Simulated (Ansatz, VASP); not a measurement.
**Cross-check of Te between VASP and Ansatz**

One calculation is typed for both programs; each brings its own data sets and cutoff. How far apart do they land? The cell is taken from a series of VASP runs on this material, whose earlier steps may have relaxed, scaled or displaced it; both programs get it as it stands.

Method: plane waves, with VASP 6.6.1 beside it; relaxation of cell and atoms at PBEsol, in Ansatz 0.2.0.

### Step 1. The starting structure

It takes space group P3_121 (No. 152, trigonal). Conventional cell: a = 4.312 Å, b = 4.312 Å, c = 5.961 Å, α = 90.00°, β = 90.00°, γ = 120.00°. Te has 2 Te at 2.91 Å nearest.

### Step 2. Ansatz: relaxation of cell and atoms, PBEsol

Ansatz runs on its default PAW (the set named soft_2) files.

The relaxed volume is the usual yardstick between codes: its relative difference is about their pressure difference at one cell divided by the bulk modulus.

Contents of input.yaml:

```yaml
crystal:
  lattice:
    - [4.312477247, 0.0, 0.0]
    - [-2.1562386235, 3.7347148492, 0.0]
    - [0.0, 0.0, 5.9608830854]
  atoms:
    - { symbol: Te, position: [0.2851590086, 0.2851590086, 0.0] }
    - { symbol: Te, position: [0.0, 0.7148409914, 0.6666666667] }
    - { symbol: Te, position: [0.7148409914, 0.0, 0.3333333333] }
hamiltonian:
  xc: pbesol
  pseudopotentials: { kind: paw }
kpoints:
  mp_grid: { grid: [8, 8, 6] }
scf:
  occupations: { method: gaussian, width: 0.03 }
relax:
  f_tol: 0.01
  max_steps: 60
  cell: { stress_tol: 0.05 }
output:
  forces: true
  stress: true
```

Launch:

```sh
> ansatz run input.yaml --threads 4 --pin off --max-ram 9216MiB --backend cpu --events-out ev --progress --plain --runs-dir out
```

Numbers of over 12 decimals in the logs are rounded to 6 here.

The program printed:

```text
Engine: ansatz 0.2.0, aarch64-unknown-linux-gnu
Pseudopotentials: kind: paw
Pseudopotential: Te, paw, valence charge 16, recommended cutoff 420 eV (normal), Te.paw.azcp
Functional definition: PBEsol
  exchange = pbesol_x
  correlation = pbesol_c
Crystal: 3 atoms, lattice volume = 96.005 Å³
Basis set: ecut = 420 eV, 1885 PW (Γ), exchange–correlation on 60×60×80 points (8 copies of the dense FFT grid, shifted against one another)
Bands: 29, of which v1, the nominal top of the filled ones, is band 24 counted from 1 (23 counted from 0)
Symmetry: 6 space group operations
Space group: P3121 (ITA 152), of the structure as read, at distance tolerance 4.6e-5 Å
k-points: 50 of 384 (time reversal used)
Non-local potential: Te, projectors of the file, l = 0: 2, l = 1: 2, l = 2: 2, l = 3: 2
PAW form: soft (Blöchl's): semilocal exchange-correlation on the pseudo side does not see the compensation charge
PAW frozen core: Te, regenerated for the run's functional, and the local potential with it (the file was generated under x = pbe(κ = 0.804, μ = 0.219515), c = pbe(β = 0.066725))
PAW one-centre angular grid: Te, 590 points (default); XC on 64 Gauss nodes
Initial density: superposition of atomic densities (neutral atoms: chi_scale 0, normalization atom), corrected by the library's trained network
Initial wavefunctions: pseudopotential atomic-orbital guess
Functional: x = pbesol(κ = 0.804, μ = 0.123457), c = pbesol(β = 0.046)
SCF iter   1: F=—  HF=-20704.541150 eV  |F-HF|=—  |Δ(HF+E_count)|=         —  Δρ=2.01e-3  dr2=2.42e-3  ethr=1.77e-3  ⟨swp⟩=7.5  Hψ=6728  notcnv=0
preconditioner: auto → Resta (q_TF=auto, 2.431 Å⁻¹)  ε∞=4.4  [insulator: Δε(μ)=0.324 eV  Ē_g=8.697 eV  σ=0.030 eV  W_gap=1.00  n_scr=22 (ndim 8)  ℏωp=16.1 eV  f_vac=0.016  D(μ)=0.00/eV (n_scr^D=0)  ε∞_Penn≈4.4]
SCF iter   2: F=—  HF=-20704.537600 eV  |F-HF|=—  |Δ(HF+E_count)|=   3.55e-3  Δρ=1.11e-3  dr2=7.02e-4  ethr=5.04e-6  ⟨swp⟩=2.8  Hψ=2968  notcnv=0  defer=26
SCF iter   3: F=—  HF=-20704.537668 eV  |F-HF|=—  |Δ(HF+E_count)|=   6.89e-5  Δρ=2.58e-4  dr2=5.82e-5  ethr=1.46e-6  ⟨swp⟩=2.0  Hψ=2600  notcnv=0  defer=26
SCF iter   4: F=—  HF=-20704.537641 eV  |F-HF|=—  |Δ(HF+E_count)|=   2.79e-5  Δρ=1.22e-4  dr2=1.63e-5  ethr=1.21e-7  ⟨swp⟩=2.0  Hψ=2599  notcnv=0  defer=26
SCF iter   5: F=—  HF=-20704.537650 eV  |F-HF|=—  |Δ(HF+E_count)|=   9.16e-6  Δρ=2.63e-5  dr2=1.02e-6  ethr=3.40e-8  ⟨swp⟩=2.1  Hψ=1700  notcnv=0  defer=26
SCF iter   6: F=-20704.537650 eV  HF=-20704.537650 eV  |F-HF|=1.89e-8  |Δ(HF+E_count)|=   4.53e-7  Δρ=6.10e-6  dr2=4.30e-8  ethr=2.08e-10  ⟨swp⟩=3.1  Hψ=5904  notcnv=0
SCF 1 converged in 6 iterations: F = -20704.537650 eV  dr2 = 4.30e-8
  greatest PAW one-centre occupation: 0.998 electrons in one spin orbital (limit 2), on the Te atom at site 1 (counted from 0), in its partial waves of l = 2
relax step   1: F+E_penalty+E_count = -20704.53765024 eV  Δ(F+E_penalty+E_count) = +0.000e0 eV  max|allowed force component| = 2.072e-2 eV/Å  Δτ_max = 0.0000 Å  P = -0.051 GPa  Ω = 96.005 Å³  (6 SCF iters, dr2 threshold 1.00e-7 eV, accepted)
[...]
relax step   2: F+E_penalty+E_count = -20704.53779690 eV  Δ(F+E_penalty+E_count) = -1.467e-4 eV  max|allowed force component| = 1.261e-3 eV/Å  Δτ_max = 0.0036 Å  P = +0.076 GPa  Ω = 95.929 Å³  energy of the carried Pulay correction = +1.428e-5 eV  (4 SCF iters, dr2 threshold 2.68e-8 eV, accepted)
[...]
relax step   3: F+E_penalty+E_count = -20704.53782060 eV  Δ(F+E_penalty+E_count) = -2.370e-5 eV  max|allowed force component| = 5.810e-4 eV/Å  Δτ_max = 0.0014 Å  P = +0.025 GPa  Ω = 96.075 Å³  energy of the carried Pulay correction = -1.321e-5 eV  (4 SCF iters, dr2 threshold 1.48e-8 eV, accepted)
[...]
relax step   4: F+E_penalty+E_count = -20704.53782861 eV  Δ(F+E_penalty+E_count) = -8.005e-6 eV  max|allowed force component| = 5.851e-4 eV/Å  Δτ_max = 0.0000 Å  P = +0.025 GPa  Ω = 96.075 Å³  stress off target by 2.84e-2 GPa  SCF on the basis re-selected at this cell (its energy is not comparable with the rows above)  (5 SCF iters)
basis re-selected at this cell: Δ(F+E_penalty+E_count) = -8.005e-6 eV, ΔP = +0.000 GPa vs the last step (what re-selecting the basis moved, of the pressure what is left beyond the Pulay correction that the steps carried, after the strain that the cell walked since its last selection, with what the two solves' SCF thresholds leave and, on support functions, any second-order correction that the steps lacked; it is no m [...]
SCF converged after 5 iterations
Free energy (F): -20704.537829 eV
Harris-Foulkes:  -20704.537829 eV  (|F-HF|=3.64e-12)
Internal energy: -20704.537829 eV  (E = F + TS)
E sigma→0 (E₀):  -20704.537829 eV
Fermi energy:    9.637748 eV
--- Per-component energies (eV) ---
  E_band       = -765.274122
  E_kinetic    = 542.090260
  E_local      = -3628.347512  (includes V_loc(G=0)·N_el)
  E_nonlocal   = -924.191303
  E_hartree    = 2348.274990
  E_xc         = -370.344357
  E_vxc        = -312.670713  (∫ρ·V_xc dr)
  E_paw        = -13752.868642  (= ΣΔE_a)
  E_vpaw       = -1138.704078  (= ΣTr[D̂ρ^β])
  E_aug_tail   = -0.000621  (compensation charges beyond the density's cutoff)
  E_ewald      = -4920.275090
  E_core_change = 1.124446  (= ΣΔE_core)
  E_smearing   = -0.000000  (= −TS)
  E_closure    = -0.000000  (closes the sum)
  Σ components = -20704.537829   (vs F -20704.537829, Δ=0.00e0)
--- Forces (eV/Å), atoms counted from 1 ---
  atom   1  Te    -0.00029257    -0.00050674     0.00000000
  atom   2  Te    -0.00029257     0.00050674    -0.00000000
  atom   3  Te     0.00058513    -0.00000000    -0.00000000
  max |Σ_I F_I| component: 4.66e-18 eV/Å
--- Stress (GPa, compression-positive) ---
        0.028350       0.000000      -0.000000
        0.000000       0.028350       0.000000
       -0.000000       0.000000       0.019145
  P = ⅓ Tr σ = 0.0253 GPa (0.253 kbar)
--- Relaxed structure (3 steps of the walk, 3 accepted, 1 SCFs on fresh bases) ---
  F+E_penalty+E_count = -20704.53782861 eV   max|allowed force component| = 5.851e-4 eV/Å   (the final SCF, on the basis selected at the relaxed cell)
  cell:  # Å, volume = 96.0754 Å³
    - [4.315904, 0, 0]
    - [-2.157952, 3.737682, 0]
    - [0, 0, 5.955771]
  atoms:
    - { symbol: Te, position: [0.284001, 0.284001, 0] }
    - { symbol: Te, position: [-5.5509910136761406e-17, 0.715999, 0.666667] }
    - { symbol: Te, position: [0.715999, 0, 0.333333] }
```

Wall time 7.7 s (4 threads of Arm Neoverse V2, shared host); peak memory 0.41 GiB; 30 s of CPU time.

### Step 3. VASP: relaxation of cell and atoms, PBEsol

The same cell, functional, mesh and smearing now go to VASP, with its own data sets and cutoff.

Lines of VASP's logs that name or quote its potential files are left out, and so is its time.

Contents of INCAR:

```
SYSTEM = Te
PREC = Accurate
ENCUT = 520
EDIFF = 1E-07
NELM = 100
ISMEAR = 0
SIGMA = 0.03
LREAL = .FALSE.
ALGO = Normal
GGA = PS
NBANDS = 15
LORBIT = 11
LWAVE = .FALSE.
LCHARG = .FALSE.
KPAR = 4
IBRION = 2
NSW = 50
ISIF = 3
EDIFFG = -0.005
LASPH = .TRUE.
```

Contents of POSCAR:

```
Te
1.0
    4.3124772470      0.0000000000      0.0000000000
   -2.1562386235      3.7347148492      0.0000000000
    0.0000000000      0.0000000000      5.9608830854
Te
3
Direct
    0.2851590086      0.2851590086      0.0000000000
    0.0000000000      0.7148409914      0.6666666667
    0.7148409914      0.0000000000      0.3333333333
```

Contents of KPOINTS:

```
Automatic mesh
0
Gamma
8 8 6
0 0 0
```

The projector-augmented-wave data sets are Te (PBE family, release 64).

Launch:

```sh
> mpirun -np 4 vasp_std
```

The program printed:

```text
[banner, memory and clock lines left out]
running    4 mpi-ranks, on    1 nodes
 distrk:  each k-point on    1 cores,    4 groups
 distr:  one band on    1 cores,    1 groups

 POSCAR found type information on POSCAR Te
 POSCAR found :  1 types and       3 ions
|                                                                             |
|               ----> ADVICE to this user running VASP <----                  |
|                                                                             |
|     You enforced a specific xc type in the INCAR file but a different       |
|     [... a line on the potential file left out ...]
|     I HOPE YOU KNOW WHAT YOU ARE DOING!                                     |
|                                                                             |

 LDA part: xc-table for (Slater+PW92), standard interpolation
 POSCAR, INCAR and KPOINTS ok, starting setup
 FFT: planning ... GRIDC
 FFT: planning ... GRID_SOFT
 FFT: planning ... GRID
 WAVECAR not read
 entering main loop
       N       E                     dE             d eps       ncg     rms          rms(c)
DAV:   1     0.721423416684E+02    0.72142E+02   -0.66211E+03  1500   0.970E+02
DAV:   2    -0.585128418822E+01   -0.77994E+02   -0.74388E+02  2000   0.142E+02
DAV:   3    -0.105233864859E+02   -0.46721E+01   -0.46458E+01  1801   0.393E+01
DAV:   4    -0.106022122091E+02   -0.78826E-01   -0.78802E-01  2174   0.596E+00
DAV:   5    -0.106033990050E+02   -0.11868E-02   -0.11868E-02  1900   0.645E-01    0.136E+01
DAV:   6    -0.105867916601E+02    0.16607E-01   -0.11665E-02  1948   0.654E-01    0.845E+00
DAV:   7    -0.105811575833E+02    0.56341E-02   -0.24416E-02  1717   0.935E-01    0.242E-01
DAV:   8    -0.105807811671E+02    0.37642E-03   -0.41265E-03  1766   0.369E-01    0.116E-01
DAV:   9    -0.105807947034E+02   -0.13536E-04   -0.11071E-04  2100   0.725E-02    0.764E-02
DAV:  10    -0.105807953729E+02   -0.66949E-06   -0.11187E-05  1951   0.216E-02    0.867E-03
DAV:  11    -0.105807940102E+02    0.13626E-05   -0.34995E-06  1878   0.111E-02    0.326E-03
DAV:  12    -0.105807941139E+02   -0.10367E-06   -0.30815E-07  1948   0.335E-03    0.158E-03
DAV:  13    -0.105807941021E+02    0.11830E-07   -0.41707E-08  1289   0.133E-03
   1 F= -.10580794E+02 E0= -.10580794E+02  d E =-.105808E+02
 curvature:   0.00 expect dE= 0.000E+00 dE for cont linesearch  0.000E+00
 trial: gam= 0.00000 g(F)=  0.307E-05 g(S)=  0.697E-05 ort = 0.000E+00 (trialstep = 0.100E+01)
 search vector abs. value=  0.100E-04
 reached required accuracy - stopping structural energy minimisation
```

OUTCAR, selected parts (step 3):

```text
ion  position               nearest neighbor table
   1  0.285  0.285  0.000-   3 2.91   2 2.91   3 3.34   2 3.34   2 3.34   3 3.34
   2  0.000  0.715  0.667-   1 2.91   3 2.91   1 3.34   1 3.34   3 3.34   3 3.34
   3  0.715  0.000  0.333-   1 2.91   2 2.91   1 3.34   1 3.34   2 3.34   2 3.34

  LATTYP: Found a hexagonal cell.
 ALAT       =     4.3124772470
 C/A-ratio  =     1.3822410517

 Subroutine GETGRP returns: Found  6 space group operations
 (whereof  2 operations were pure point group operations)

The static configuration has the point symmetry C_2 .
 The point group associated with its full space group is D_3 .

 Found     50 irreducible k-points:

   k-points           NKPTS =     50   k-points in BZ     NKDIM =     50   number of bands    NBANDS=     15

   dimension x,y,z NGX =    32 NGY =   32 NGZ =   48
   dimension x,y,z NGXF=    64 NGYF=   64 NGZF=   96

   ENCUT  =  520.0 eV  38.22 Ry    6.18 a.u.   8.02  8.02 11.08*2*pi/ulx,y,z

   NELECT =      18.0000    total number of electrons

 k-points in reciprocal lattice and weights: Automatic mesh
   0.00000000  0.00000000  0.00000000       0.003
   0.12500000 -0.00000000  0.00000000       0.016
   0.25000000 -0.00000000  0.00000000       0.016
   0.37500000 -0.00000000  0.00000000       0.016
   0.50000000 -0.00000000  0.00000000       0.008
   0.12500000  0.12500000  0.00000000       0.016
   0.25000000  0.12500000  0.00000000       0.031
   0.37500000  0.12500000  0.00000000       0.031
   0.25000000  0.25000000  0.00000000       0.016
[...]
0.25000000  0.25000000  0.50000000       0.016
   0.37500000  0.25000000  0.50000000       0.016

 average (electrostatic) potential at core
       1 -88.2446       2 -88.2446       3 -88.2446

 E-fermi :   6.6585

 k-point     1 :       0.0000    0.0000    0.0000
  band No.  band energies     occupation
    ...
      5       3.9944      2.00000
      6       3.9944      2.00000
      7       4.7980      2.00000
      8       4.7980      2.00000
      9       5.4362      2.00000
     10       7.5812      0.00000
     11       7.5812      0.00000
     12       8.2658      0.00000
     13      11.3764      0.00000
     14      11.3764      0.00000
    ...

 k-point     2 :       0.1250   -0.0000    0.0000
  band No.  band energies     occupation
    ...
      5       3.3095      2.00000
      6       3.5914      2.00000
      7       5.2970      2.00000
      8       5.4843      2.00000
      9       6.0519      2.00000
     10       7.0967      0.00000
     11       7.4361      0.00000
     12       7.9953      0.00000
     13      10.9078      0.00000
     14      11.3620      0.00000
    ...

 k-point     3 :       0.2500   -0.0000    0.0000
  band No.  band energies     occupation
    ...
      5       2.5053      2.00000
      6       3.0531      2.00000
      7       4.9375      2.00000
      8       5.7299      2.00000
      9       5.8362      2.00000
     10       7.2120      0.00000
     11       7.5084      0.00000
     12       8.4143      0.00000
     13       9.9158      0.00000
     14      11.8673      0.00000
    ...

  Total        0.0143302      0.0143302      0.0047486     -0.0000000      0.0000000     -0.0000000
  in kB        0.2391495      0.2391495      0.0792466     -0.0000000      0.0000000     -0.0000000
  external PRESSURE =       0.1858485 kB  Pullay stress =       0.0000000 kB

  energy-cutoff  :      520.00
  volume of cell :       96.01
      direct lattice vectors                 reciprocal lattice vectors
     4.312477247  0.000000000  0.000000000     0.231885281  0.133879030  0.000000000
    -2.156238624  3.734714849  0.000000000     0.000000000  0.267758059  0.000000000
     0.000000000  0.000000000  5.960883085     0.000000000  0.000000000  0.167760378

 POSITION                                       TOTAL-FORCE (eV/Angst)
 -----------------------------------------------------------------------------------
      0.61487      1.06499      0.00000        -0.002303     -0.003989     -0.000000
     -1.54137      2.66973      3.97392        -0.002303      0.003989      0.000000
      3.08274      0.00000      1.98696         0.004606      0.000000      0.000000
 -----------------------------------------------------------------------------------
    total drift:                               -0.000000      0.000000      0.000000

  FREE ENERGIE OF THE ION-ELECTRON SYSTEM (eV)
  ---------------------------------------------------
  free  energy   TOTEN  =       -10.5807941021 eV

  energy  without entropy=      -10.5807941021  energy(sigma->0) =      -10.58079410

 reached required accuracy - stopping structural energy minimisation

 total charge
# of ion       s       p       d       tot
------------------------------------------
    1        1.439   1.797   0.047   3.283
    2        1.439   1.797   0.047   3.283
    3        1.439   1.797   0.047   3.283
--------------------------------------------------
tot          4.317   5.392   0.140   9.849

[... 3 further parts left out ...]
```

CONTCAR:

```
Te
   1.00000000000000
     4.3124772470000003    0.0000000000000000    0.0000000000000000
    -2.1562386235000002    3.7347148492000000    0.0000000000000000
     0.0000000000000000    0.0000000000000000    5.9608830853999999
  Te
     3
Direct
     0.2851590085999973    0.2851590085999973    0.0000000000000000
     0.0000000000000000    0.7148409914000027    0.6666666667000030
     0.7148409914000027    0.0000000000000000    0.3333333332999970
```

The run keeps the 6 symmetry operations of its start, so it cannot find a distortion of lower symmetry.

### Step 4. Comparison

Known differences besides the potentials themselves: both relaxations stop at a tolerance, which leaves soft axes loose, and VASP keeps its plane-wave basis; the data sets hold 48 valence electrons in Ansatz (default PAW (the set named soft_2) files) and 18 in VASP; the cutoff is 420 eV in Ansatz and 520 eV in VASP; Ansatz makes its cores anew for this functional, VASP keeps those of its PBE data sets; Ansatz adds a Pulay correction to the stress that steers its cell, VASP none. Total energies have different zeros and are not compared.

Compared:

| quantity | Ansatz | VASP | difference |
| --- | --- | --- | --- |
| volume (Å³) | 96.08 | 96.01 | +0.07 % |
| edge a after relaxation, in the typed setting (Å) | 4.316 | 4.312 | +0.08 % |
| edge c after relaxation, in the typed setting (Å) | 5.956 | 5.961 | -0.09 % |

The walks stopped with 0.03 GPa left in Ansatz and 0.02 GPa in VASP; each walk ends within a tolerance, so the volume difference is uncertain by about these residues over the bulk modulus, most in soft cells.

### Step 5. Results

| Quantity | Value |
| --- | --- |
| difference in edge c after relaxation, in the typed setting (relaxation of cell and atoms, PBEsol) | -0.086 % |

**Reading.** The difference in edge c after relaxation, in the typed setting is -0.086 % (relaxation of cell and atoms, PBEsol), within the 1.2 % picked in this series as the mark of a large difference, as far as the stopping tolerances let one tell. How closely two codes agree says nothing of how well the functional describes the real material.

[Lines on the potential files, build, host, timing and source positions are cut from VASP's logs without a mark.]

[Logs are printed without paths, hosts, clocks, repeated set-up lines and the standing remarks that a program may print on its own settings, such as how far it seeks lower states.]

[Hosts, paths, dates, database ids (printed as entryN), source tags and the programs' standing remarks are cut or masked in the printed files.]
